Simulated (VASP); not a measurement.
Input:

```xyz
2
Lattice="0.0000 2.8287 2.8287 2.8852 0.0000 2.8287 2.8852 2.8287 0.0000" Properties=species:S:1:pos:R:3 pbc="T T T"
Zn     0.0000     0.0000     0.0000
Se     1.4426     1.4143     1.4143
```

Method: r2SCAN meta-GGA, VASP's PBE PAW potentials (set 64) (plane waves; VASP). Settings: 480 eV cut-off, 8×8×8 Γ-centred mesh, Gaussian smearing of 0.050 eV, potentials Zn Se.

**Question.** Estimate the energy per atom (σ→0), band gap (on the k-mesh) with the smallest direct gap where there is one.

**Answer.** 
* **band gap (on the k-mesh)**: 1.78 eV
* **smallest direct gap (on the k-mesh)**: 1.78 eV
* **energy per atom (σ→0)**: -12.453 eV/atom

The compound is ZnSe in the zinc blende structure. This cell was strained or had an atom moved on purpose.
